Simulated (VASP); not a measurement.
## CsSnI3: stress against strain

CsSnI3 (cubic perovskite, Pm-3m, 46.680 Å³/atom and stress up to 0.17 GPa in the relaxed cell, cube axes along x, y and z) under a strain ε along a cube axis (axis z), the other axes held. PBEsol in VASP (plane waves, PAW), 480 eV, 6×6×6 Γ-centred mesh, Gaussian smearing 0.05 eV; ions are relaxed, or left where forces stay under 0.02 eV/Å, within the symmetry of each cell. Stress is positive for a compressed cell.

Here s stands for strain and y for stress zz.

| strain (%) | stress zz (GPa) |
|---|---|
| -1.50 | 0.52 |
| -1.00 | 0.28 |
| -0.50 | 0.05 |
| 0.00 | -0.17 |
| 0.50 | -0.38 |
| 1.00 | -0.57 |
| 1.50 | -0.76 |
| 3.00 | ? |

Taking a straight line for y over the 7 complete rows: Means: s 0, y -0.147. About the means, the sum of products is -2.9850 and the sum of squares of s is 7.0000; the slope is their ratio. Least squares gives y = -0.147 - 0.4264·s. Residuals (row less fit): 0.027, 0.001, -0.016, -0.023, -0.020, 0.003, 0.027; standard error 0.023 (degrees of freedom: 5). The slope gives the elastic constant C11 = 42.6 ± 0.9 GPa (± standard error of the fit, which holds the terms cut off).

Q: Estimate the missing y (s = 3.00); what did the run itself give?

A: y = -0.147 - 0.4264 × 3.0 = -1.426 GPa. The calculation gives -1.25 GPa, 0.176 GPa above the prediction (9.9 % of the range of y in the table). The row lies outside the fitted rows, so this is an extrapolation. From the scatter of the fitted rows alone, a prediction at this place has a standard error of 0.036 GPa, so the miss is 4.9 times that.

A polynomial of degree 2 through the 12 other runs of the series gives -1.24 there, so most of the miss is curvature that the fit leaves out. This level leaves no gap over 0.05 eV at strain -1.50 %. The primitive cell can neither tilt nor turn polar against its symmetry, as such crystals can under strain. Spin-orbit coupling is left out, which can shift these values for the heavy elements here. CsSnI3 is here the ideal cubic form; the compound distorts at low or room temperature. Rows are the converged runs of the series near zero and its far end, less any whose ions stayed unrelaxed beside relaxed ones; series whose fitted rows scatter by over a few per cent of the range, as at a crossing or softening among them, aren't shown in this form. Most that stay on the fit to the last digits aren't either.
